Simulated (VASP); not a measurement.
# NiSb (Breithauptite): structure and properties in VASP, part 6 of 13

Aim: relax NiSb (Breithauptite), then compute properties on the relaxed cell. The start is a cell from a database of measured crystal structures.

VASP 6.6.1, plane waves and PAW; the level of theory is named at each step.

Still holding for the runs below: The k-mesh is coarse for a metal. A U on the itinerant d states of such a compound is hard to justify; it moves the bands at the Fermi level.

So far. Step 6 (Magnetic start: antiferromagnetic, q = (1/2, 1/2, 0)): The energy lies +1.3 meV an atom from the first pattern, and both runs end without moments, so a difference comes from cell, mesh or thresholds alone. The moments fall under 0.1 μB, and the mesh shows no gap. Step 7 (The orders side by side): All patterns lost their moments. Runs that ended non-magnetic differ by up to 5.2 meV an atom among themselves, which can come from the unlike meshes of the cells or from a run that isn't fully settled.

### Step 8. Relaxing cell and atoms (LDA + U)

This step: LDA, DFT+U (Ni d 4 eV), zero-moment start; plane waves and PAW (Ni, Sb) (VASP 6.6.1).

System of this step: NiSb (Breithauptite). It takes space group P6_3/mmc (No. 194, hexagonal). Conventional cell: a = 3.940 Å, b = 3.940 Å, c = 5.140 Å, α = 90.00°, β = 90.00°, γ = 120.00°. Nearest to Ni lie 2 Ni at 2.57 Å and 6 Sb at 2.61 Å. Sb has 6 Ni at 2.61 Å nearest. Farther neighbours are not listed.

The start need not lie at this functional's minimum. ISIF = 3 frees volume, shape and positions, and EDIFFG sets the threshold on forces and stress at which the search stops.

Contents of INCAR:

```
SYSTEM = NiSb
PREC = Accurate
ENCUT = 400
EDIFF = 1E-06
NELM = 100
ISMEAR = 0
SIGMA = 0.05
LREAL = .FALSE.
ALGO = Normal
GGA = CA
NBANDS = 23
ISPIN = 2
MAGMOM = 0 0 -0 -0
LDAU = .TRUE.
LDAUTYPE = 2
LDAUL = 2 -1
LDAUU = 4 0
LDAUJ = 0 0
LDAUPRINT = 1
LASPH = .TRUE.
LMAXMIX = 4
LORBIT = 11
LWAVE = .FALSE.
LCHARG = .FALSE.
KPAR = 8
IBRION = 2
NSW = 60
ISIF = 3
EDIFFG = -0.01
```

Contents of POSCAR:

```
NiSb
1.0
    3.9400000000      0.0000000000      0.0000000000
   -1.9700000000      3.4121400909      0.0000000000
    0.0000000000      0.0000000000      5.1400000000
Ni Sb
2 2
Direct
    0.0000000000      0.0000000000      0.0000000000
    0.0000000000      0.0000000000      0.5000000000
    0.3333333333      0.6666666667      0.2500000000
    0.6666666667      0.3333333333      0.7500000000
```

Contents of KPOINTS:

```
Automatic mesh
0
Gamma
7 7 5
0 0 0
```

The projector-augmented-wave data sets are Ni and Sb (LDA family, release 64).

Launch:

```sh
$ mpirun -np 8 vasp_std
```

The program printed:

```text
[... set-up lines as in an earlier step ...]
 entering main loop
       N       E                     dE             d eps       ncg     rms          rms(c)
DAV:   1     0.155157982338E+03    0.15516E+03   -0.10456E+04  2208   0.111E+03
DAV:   2    -0.115138400899E+02   -0.16667E+03   -0.15918E+03  2355   0.254E+02
DAV:   3    -0.198144019827E+02   -0.83006E+01   -0.81899E+01  2670   0.741E+01
DAV:   4    -0.199621305527E+02   -0.14773E+00   -0.14767E+00  2453   0.966E+00
DAV:   5    -0.199668566007E+02   -0.47260E-02   -0.47258E-02  2830   0.174E+00    0.949E+00
DAV:   7    -0.194492320332E+02    0.55103E+00   -0.24849E+00  2600   0.312E+01    0.409E+00
DAV:   8    -0.193713054442E+02    0.77927E-01   -0.48681E-01  2719   0.798E+00    0.464E-01
DAV:   9    -0.193695406198E+02    0.17648E-02   -0.16359E-02  2750   0.115E+00    0.311E-01
DAV:  10    -0.193694580337E+02    0.82586E-04   -0.37690E-03  2432   0.649E-01    0.163E-01
DAV:  11    -0.193694151427E+02    0.42891E-04   -0.99499E-04  3010   0.518E-01    0.570E-02
DAV:  12    -0.193694261025E+02   -0.10960E-04   -0.21946E-04  2616   0.147E-01    0.522E-02
DAV:  13    -0.193694225322E+02    0.35703E-05   -0.12002E-05  2882   0.266E-02    0.122E-02
DAV:  14    -0.193694224621E+02    0.70082E-07   -0.43883E-06  2376   0.243E-02
   1 F= -.19369422E+02 E0= -.19368549E+02  d E =-.193694E+02  mag=     0.0000
 curvature:   0.00 expect dE= 0.000E+00 dE for cont linesearch  0.000E+00
 trial: gam= 0.00000 g(F)=  0.444E-46 g(S)=  0.691E+00 ort = 0.000E+00 (trialstep = 0.100E+01)
 search vector abs. value=  0.691E+00
 bond charge predicted
       N       E                     dE             d eps       ncg     rms          rms(c)
DAV:   1    -0.329962619994E+02   -0.13627E+02   -0.12940E+02  2558   0.166E+02    0.378E+01
DAV:   2    -0.406628479429E+02   -0.76666E+01   -0.18735E+02  2327   0.262E+02    0.412E+01
DAV:   3    -0.199169171857E+02    0.20746E+02   -0.63969E+01  2516   0.145E+02    0.108E+01
DAV:   4    -0.195220137883E+02    0.39490E+00   -0.52801E+00  2910   0.282E+01    0.686E+00
DAV:   5    -0.193980211523E+02    0.12399E+00   -0.53942E-01  3147   0.862E+00    0.430E+00
DAV:   6    -0.193837722837E+02    0.14249E-01   -0.18009E-01  2653   0.755E+00    0.158E+00
DAV:   7    -0.193719616611E+02    0.11811E-01   -0.51433E-02  2813   0.372E+00    0.365E-01
DAV:   8    -0.193721455234E+02   -0.18386E-03   -0.26207E-03  2467   0.419E-01    0.279E-01
DAV:   9    -0.193720458124E+02    0.99711E-04   -0.86791E-04  2705   0.516E-01    0.337E-02
DAV:  10    -0.193720438836E+02    0.19289E-05   -0.93544E-05  2684   0.981E-02    0.181E-02
DAV:  11    -0.193720439033E+02   -0.19708E-07   -0.50215E-06  2332   0.300E-02
   2 F= -.19372044E+02 E0= -.19370687E+02  d E =-.262144E-02  mag=    -0.0000
[...]
3 F= -.19563016E+02 E0= -.19561945E+02  d E =-.193594E+00  mag=     0.0000
[...]
4 F= -.19562826E+02 E0= -.19561754E+02  d E =-.193404E+00  mag=    -0.0000
[...]
5 F= -.19562898E+02 E0= -.19561862E+02  d E =-.720667E-04  mag=    -0.0000
[...]
6 F= -.19562938E+02 E0= -.19561935E+02  d E =-.111696E-03  mag=    -0.0000
[...]
7 F= -.19563016E+02 E0= -.19562012E+02  d E =-.786238E-04  mag=    -0.0000
[...]
8 F= -.19563082E+02 E0= -.19562070E+02  d E =-.143896E-03  mag=     0.0000
 curvature:  -0.68 expect dE=-0.400E-04 dE for cont linesearch -0.389E-04
 ZBRENT: interpolating
 opt :   0.6864  next Energy=   -19.563094 (dE=-0.157E-03)
 bond charge predicted
       N       E                     dE             d eps       ncg     rms          rms(c)
DAV:   1    -0.195632907136E+02   -0.20930E-03   -0.19455E-03  2488   0.689E-01    0.130E-01
DAV:   2    -0.195634963112E+02   -0.20560E-03   -0.31090E-03  2572   0.109E+00    0.158E-01
DAV:   3    -0.195630958571E+02    0.40045E-03   -0.12568E-03  2572   0.711E-01    0.223E-02
DAV:   4    -0.195630895654E+02    0.62917E-05   -0.27090E-05  2306   0.404E-02    0.600E-03
DAV:   5    -0.195630890140E+02    0.55138E-06   -0.12314E-06  1510   0.204E-02
   9 F= -.19563089E+02 E0= -.19562079E+02  d E =-.151340E-03  mag=     0.0000
 curvature:  -0.22 expect dE=-0.441E-06 dE for cont linesearch -0.439E-06
 trial: gam=-0.07618 g(F)=  0.656E-49 g(S)=  0.198E-05 ort = 0.237E-04 (trialstep = 0.315E+00)
 search vector abs. value=  0.239E-07
 reached required accuracy - stopping structural energy minimisation
```

It took 32 s on 8 MPI ranks of AMD EPYC 9R45, shared host; peak memory 1.6 GiB.

Parts of OUTCAR (step 8):

```text
   NELECT =      30.0000    total number of electrons

atom =   1  type =  1  l = 2

 onsite density matrix

spin component  1

  0.8757  0.0000 -0.0000  0.0448 -0.0000
  0.0000  0.8701 -0.0000 -0.0000  0.0448
 -0.0000 -0.0000  0.8932 -0.0000 -0.0000
  0.0448 -0.0000 -0.0000  0.8701  0.0000
 -0.0000  0.0448 -0.0000  0.0000  0.8757

spin component  2

 occupancies and eigenvectors

  o =  0.8280  v =  0.0000  0.0000  0.0000  0.0000  0.0000  0.0000 -0.7290  0.0000  0.0000  0.6845      0.0000  0.0000  0.0000  0.0000  0.0000  0.0000  0.0000  0.0000  0.0000  0.0000
  o =  0.8280  v =  0.0000  0.0000  0.0000  0.0000  0.0000 -0.6845  0.0000 -0.0000  0.7290 -0.0000      0.0000  0.0000  0.0000  0.0000  0.0000  0.0000  0.0000  0.0000  0.0000  0.0000
  o =  0.8280  v =  0.0000 -0.7290  0.0000  0.0000  0.6845  0.0000  0.0000  0.0000  0.0000  0.0000      0.0000  0.0000  0.0000  0.0000  0.0000  0.0000  0.0000  0.0000  0.0000  0.0000
  o =  0.8280  v = -0.6845  0.0000 -0.0000  0.7290 -0.0000  0.0000  0.0000  0.0000  0.0000  0.0000      0.0000  0.0000  0.0000  0.0000  0.0000  0.0000  0.0000  0.0000  0.0000  0.0000
  o =  0.8932  v =  0.0000  0.0000  0.0000  0.0000  0.0000  0.0000  0.0000  1.0000  0.0000  0.0000      0.0000  0.0000  0.0000  0.0000  0.0000  0.0000  0.0000  0.0000  0.0000  0.0000
  o =  0.8932  v =  0.0000  0.0000  1.0000  0.0000  0.0000  0.0000  0.0000  0.0000  0.0000  0.0000      0.0000  0.0000  0.0000  0.0000  0.0000  0.0000  0.0000  0.0000  0.0000  0.0000
  o =  0.9178  v =  0.0000  0.0000  0.0000  0.0000  0.0000  0.0000  0.6845 -0.0000  0.0000  0.7290      0.0000  0.0000  0.0000  0.0000  0.0000  0.0000  0.0000  0.0000  0.0000  0.0000
  o =  0.9178  v =  0.0000  0.0000  0.0000  0.0000  0.0000 -0.7290  0.0000  0.0000 -0.6845  0.0000      0.0000  0.0000  0.0000  0.0000  0.0000  0.0000  0.0000  0.0000  0.0000  0.0000
  o =  0.9178  v =  0.0000  0.6845 -0.0000  0.0000  0.7290  0.0000  0.0000  0.0000  0.0000  0.0000      0.0000  0.0000  0.0000  0.0000  0.0000  0.0000  0.0000  0.0000  0.0000  0.0000
  o =  0.9178  v = -0.7290  0.0000  0.0000 -0.6845  0.0000  0.0000  0.0000  0.0000  0.0000  0.0000      0.0000  0.0000  0.0000  0.0000  0.0000  0.0000  0.0000  0.0000  0.0000  0.0000

atom =   2  type =  1  l = 2

 onsite density matrix

spin component  1

  0.8757 -0.0000  0.0000 -0.0448 -0.0000
 -0.0000  0.8701  0.0000 -0.0000 -0.0448
  0.0000  0.0000  0.8932 -0.0000 -0.0000
 -0.0448 -0.0000 -0.0000  0.8701  0.0000
 -0.0000 -0.0448 -0.0000  0.0000  0.8757

spin component  2

 occupancies and eigenvectors

  o =  0.8280  v =  0.0000  0.0000  0.0000  0.0000  0.0000  0.0000  0.7290  0.0000 -0.0000  0.6845      0.0000  0.0000  0.0000  0.0000  0.0000  0.0000  0.0000  0.0000  0.0000  0.0000
  o =  0.8280  v =  0.0000  0.0000  0.0000  0.0000  0.0000  0.6845  0.0000 -0.0000  0.7290  0.0000      0.0000  0.0000  0.0000  0.0000  0.0000  0.0000  0.0000  0.0000  0.0000  0.0000
  o =  0.8280  v =  0.0000  0.7290  0.0000 -0.0000  0.6845  0.0000  0.0000  0.0000  0.0000  0.0000      0.0000  0.0000  0.0000  0.0000  0.0000  0.0000  0.0000  0.0000  0.0000  0.0000
  o =  0.8280  v =  0.6845  0.0000 -0.0000  0.7290  0.0000  0.0000  0.0000  0.0000  0.0000  0.0000      0.0000  0.0000  0.0000  0.0000  0.0000  0.0000  0.0000  0.0000  0.0000  0.0000
  o =  0.8932  v =  0.0000  0.0000  0.0000  0.0000  0.0000  0.0000  0.0000 -1.0000 -0.0000 -0.0000      0.0000  0.0000  0.0000  0.0000  0.0000  0.0000  0.0000  0.0000  0.0000  0.0000
  o =  0.8932  v =  0.0000  0.0000 -1.0000 -0.0000 -0.0000  0.0000  0.0000  0.0000  0.0000  0.0000      0.0000  0.0000  0.0000  0.0000  0.0000  0.0000  0.0000  0.0000  0.0000  0.0000
  o =  0.9178  v =  0.0000  0.0000  0.0000  0.0000  0.0000  0.0000  0.6845  0.0000  0.0000 -0.7290      0.0000  0.0000  0.0000  0.0000  0.0000  0.0000  0.0000  0.0000  0.0000  0.0000
  o =  0.9178  v =  0.0000  0.0000  0.0000  0.0000  0.0000 -0.7290  0.0000 -0.0000  0.6845  0.0000      0.0000  0.0000  0.0000  0.0000  0.0000  0.0000  0.0000  0.0000  0.0000  0.0000
  o =  0.9178  v =  0.0000  0.6845  0.0000  0.0000 -0.7290  0.0000  0.0000  0.0000  0.0000  0.0000      0.0000  0.0000  0.0000  0.0000  0.0000  0.0000  0.0000  0.0000  0.0000  0.0000
  o =  0.9178  v = -0.7290  0.0000 -0.0000  0.6845  0.0000  0.0000  0.0000  0.0000  0.0000  0.0000      0.0000  0.0000  0.0000  0.0000  0.0000  0.0000  0.0000  0.0000  0.0000  0.0000

 E-fermi :  10.8190

 spin component 1
 k-point     1 :       0.0000    0.0000    0.0000
  band No.  band energies     occupation
    ...
      9       7.9778      1.00000
     10       7.9778      1.00000
     11       8.8534      1.00000
     12       8.8534      1.00000
     13      10.3823      1.00000
     14      11.7272      0.00000
     15      11.7272      0.00000
     16      13.4564      0.00000
     17      13.4564      0.00000
     18      14.2424      0.00000
    ...

 k-point     2 :       0.1429    0.0000    0.0000
  band No.  band energies     occupation
    ...
     11       8.8253      1.00000
     12       8.8537      1.00000
     13      10.0027      1.00000
     14      10.2908      1.00000
     15      10.7634      0.94224
     16      12.6411      0.00000
     17      14.2697      0.00000
     18      14.7377      0.00000
     19      15.7795      0.00000
     20      16.8627      0.00000
    ...

  Total       -0.0080970     -0.0080970     -0.0057737      0.0000000      0.0000000     -0.0000000
  in kB       -0.2043469     -0.2043469     -0.1457121      0.0000000      0.0000000     -0.0000000
  external PRESSURE =      -0.1848020 kB  Pullay stress =       0.0000000 kB

 POSITION                                       TOTAL-FORCE (eV/Angst)
 -----------------------------------------------------------------------------------
      0.00000     -0.00000      0.00000         0.000000      0.000000      0.000000
      0.00000      0.00000      2.49943         0.000000     -0.000000      0.000000
     -0.00000      2.21092      1.24971        -0.000000      0.000000     -0.000000
      1.91471      1.10546      3.74914         0.000000     -0.000000      0.000000
 -----------------------------------------------------------------------------------
    total drift:                               -0.000000      0.000000      0.000000

  FREE ENERGIE OF THE ION-ELECTRON SYSTEM (eV)
  ---------------------------------------------------
  free  energy   TOTEN  =       -19.5630890140 eV

  energy  without entropy=      -19.5610690544  energy(sigma->0) =      -19.56207903

 reached required accuracy - stopping structural energy minimisation

 magnetization (x)
# of ion       s       p       d       tot
------------------------------------------
    1        0.000   0.000  -0.000  -0.000
    2        0.000   0.000  -0.000  -0.000
    3       -0.000  -0.000   0.000  -0.000
    4       -0.000  -0.000   0.000  -0.000
--------------------------------------------------
tot          0.000  -0.000  -0.000  -0.000

[... 8 parts as in an earlier step ...]

[... 9 further parts left out ...]
```

CONTCAR:

```
NiSb
   1.00000000000000
     3.8294193997681485   -0.0000000000000000   -0.0000000000000000
    -1.9147096998840742    3.3163744819343806    0.0000000000000000
     0.0000000000000000    0.0000000000000000    4.9988568289822934
  Ni              Sb
     2     2
Direct
     0.0000000000000000    0.0000000000000000    0.0000000000000000
     0.0000000000000000    0.0000000000000000    0.5000000000000000
     0.3333333332999970    0.6666666667000030    0.2500000000000000
     0.6666666667000030    0.3333333332999970    0.7500000000000000
```

This run allows spin, but its moments start at zero, where symmetry between the spins tends to hold them, which is where the search above led. After so large a change of volume the plane waves of the start cell no longer fit, so the final stress carries a basis-set error. The run keeps the 24 symmetry operations of its start, so it cannot find a distortion of lower symmetry.

Step by step:

```tsv
step	energy less that of the first step (eV)	largest force (eV/Å)	pressure (GPa)	volume (Å³)
1	0.0000	0.0000	-10.12	69.10
2	-0.0026	0.0000	14.02	58.75
3	-0.1936	0.0000	0.05	63.55
4	-0.1934	0.0000	-0.44	63.66
5	-0.1935	0.0000	-0.26	63.64
6	-0.1935	0.0000	-0.22	63.62
7	-0.1936	0.0000	-0.23	63.58
8	-0.1937	0.0000	0.10	63.44
9	-0.1937	0.0000	-0.02	63.48
```

```tsv
conventional cell, symmetrised	before	after	change
a (Å)	3.940	3.829	-2.8 %
b (Å)	3.940	3.829	-2.8 %
c (Å)	5.140	4.999	-2.7 %
volume (Å³/atom)	17.28	15.87	-8.1 %
```

Final coordinates:

```cif
data_structure
_symmetry_space_group_name_H-M 'P 1'
_symmetry_Int_Tables_number 1
_cell_length_a 3.8294
_cell_length_b 3.8294
_cell_length_c 4.9989
_cell_angle_alpha 90.000
_cell_angle_beta 90.000
_cell_angle_gamma 120.000
_cell_volume 63.48
loop_
_atom_site_label
_atom_site_type_symbol
_atom_site_fract_x
_atom_site_fract_y
_atom_site_fract_z
_atom_site_occupancy
Ni1 Ni 0.00000 0.00000 0.00000 1
Ni2 Ni 0.00000 0.00000 0.50000 1
Sb3 Sb 0.33333 0.66667 0.25000 1
Sb4 Sb 0.66667 0.33333 0.75000 1
```

Numbers from this step:

```
electrons                       : 30
bands                           : 23
irreducible k-points            : 24
symmetry operations             : 24
free energy (TOTEN)             : -19.56 eV
energy at zero smearing         : -19.56 eV
Fermi energy                    : 10.82 eV
pressure                        : -0.01848 GPa
SCF cycles over all ionic steps : 71
```

It ends with forces that vanish by symmetry and a pressure of -0.02 GPa.

(Part 6 of 13 ends here.)

[Lines on the potential files, build, host, timing and source positions are cut from VASP's logs without a mark.]

[Logs are printed without paths, hosts, clocks, repeated set-up lines and the standing remarks that a program may print on its own settings, such as how far it seeks lower states.]

[Hosts, paths, dates, database ids (printed as entryN), source tags and the programs' standing remarks are cut or masked in the printed files.]

[A measured line is paired with the nearest computed mode of its activity, which favours agreement.]

[In band tables of VASP the shares of atoms and orbitals are scaled to a sum of 1 inside the atoms' spheres.]
